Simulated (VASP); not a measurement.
Input for VASP

POSCAR:
```
HfO2
1.0
  0.0000000000   2.5400000000   2.5400000000
  2.5400000000   0.0000000000   2.5400000000
  2.5400000000   2.5400000000   0.0000000000
Hf O
1 2
Cart
  0.1200000000   0.0499999998   0.0000000000
  1.2700000000   1.2700000000   1.2700000000
  3.8100000000   3.8100000000   3.8100000000
```

INCAR:
```
ALGO=Normal
EDIFF=1E-6
EDIFFG=-0.01
ENCUT=520
GGA=PE
IBRION=2
ISIF=3
ISMEAR=0
LASPH=T
LCHARG=F
LMAXMIX=6
LREAL=F
LWAVE=F
NELM=100
NSW=40
PREC=Accurate
SIGMA=0.05
SYSTEM=HfO2
```

KPOINTS:
```
kpoints
0
G
7 7 7
0 0 0
```

POTCAR, in this order: Hf_pv O (PBE.64 set). Program: vasp_std.

Q: Translate this PBE calculation to Ansatz.

A: One equivalent input (not run):
Ansatz 0.2 input:
```yaml
crystal:
  lattice:
    - [0.0000000, 2.5400000, 2.5400000]
    - [2.5400000, 0.0000000, 2.5400000]
    - [2.5400000, 2.5400000, 0.0000000]
  atoms:
    - { symbol: Hf, position: [-0.0137795, 0.0137795, 0.0334646] }
    - { symbol: O, position: [0.2500000, 0.2500000, 0.2500000] }
    - { symbol: O, position: [0.7500000, 0.7500000, 0.7500000] }
kpoints:
  mp_grid: { grid: [7, 7, 7] }
hamiltonian:
  xc: pbe
  pseudopotentials: { kind: paw }
scf:
  occupations: { method: gaussian, width: 0.05 }
  max_iter: 100
relax:
  max_steps: 40
  f_tol: 0.01
  cell: {}
output: { forces: true, stress: true, eigenvalues: true }
```
Limits of the translation: each code has its own PAW files, so the cut-off isn't converted (ENCUT is set for VASP's; basis.ecutwfc is left out, and Ansatz then takes the one that its files recommend); Ansatz stops its SCF on the density residual and VASP on the energy change (EDIFF).

The compound is HfO2 in the fluorite structure, the high-temperature cubic form, which is unstable at 0 K; the monoclinic form is the stable one. In the starting cell atoms are displaced from their ideal sites. This run relaxes it. Symmetry was kept, so distortions that lower it aren't found.
